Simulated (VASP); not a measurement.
Computed with SCAN meta-GGA, VASP's PBE PAW potentials (set 64) (plane waves; VASP).

A VASP calculation is set up with these files.

**INCAR**
```
SYSTEM = AuAl2
PREC = Accurate
ENCUT = 520
EDIFF = 1E-7
NELM = 100
ALGO = Normal
LREAL = .FALSE.
LASPH = .TRUE.
ISMEAR = 1
SIGMA = 0.1
METAGGA = SCAN
LMIXTAU = .TRUE.
LMAXMIX = 6
LWAVE = .FALSE.
LCHARG = .FALSE.
ISIF = 2
```

### POSCAR
```
AuAl2
4.1727180
  0.0000000000   0.7071067862   0.7071067862
  0.7071067862   0.0000000000   0.7071067862
  0.7071067862   0.7071067862   0.0000000000
Al Au
2 1
Direct
  0.2500000000   0.2500000000   0.2500000000
  0.7500000000   0.7500000000   0.7500000000
  0.0000000000   0.0000000000   0.0000000000
```

### KPOINTS
```
Automatic mesh
0
Gamma
9 9 9
0 0 0
```

POTCAR, in this order: Al Au (PBE.64 set). Program: vasp_std.

Unless said otherwise, spin-orbit coupling is left out, though it shifts the bands of the heavy elements here.

### Question
Estimate the energy per atom (σ→0), pressure, band gap (on the k-mesh).

### Answer

| Property | Value |
|---|---|
| energy per atom (σ→0) | -2792.6 kJ/mol of atoms |
| band gap (on the k-mesh) | none (metal, semimetal or under 0.01 eV) |
| pressure | 4.44 GPa |

**OSZICAR**
```
...
DAV:  21    -0.868306074918E+02    0.44543E-06   -0.48888E-07   956   0.106E-02    0.104E-02
DAV:  22    -0.868306078384E+02   -0.34659E-06   -0.29991E-06   864   0.285E-02    0.376E-03
DAV:  23    -0.868306049861E+02    0.28523E-05   -0.11475E-05   852   0.453E-02    0.145E-03
DAV:  24    -0.868306047478E+02    0.23832E-06   -0.87198E-07   872   0.152E-02    0.173E-03
DAV:  25    -0.868306048660E+02   -0.11818E-06   -0.91854E-08   548   0.463E-03    0.479E-04
DAV:  26    -0.868306053088E+02   -0.44287E-06   -0.96406E-08   472   0.504E-03    0.721E-04
DAV:  27    -0.868306052516E+02    0.57188E-07   -0.38534E-08   456   0.241E-03
   1 F= -.86830605E+02 E0= -.86830785E+02  d E =0.537862E-03
```

The compound is AuAl2 in the fluorite structure. This cell is one point of a volume scan, at 0.97 of the reference volume. The electron count is odd and the run is not spin-polarised, which forces a metal.
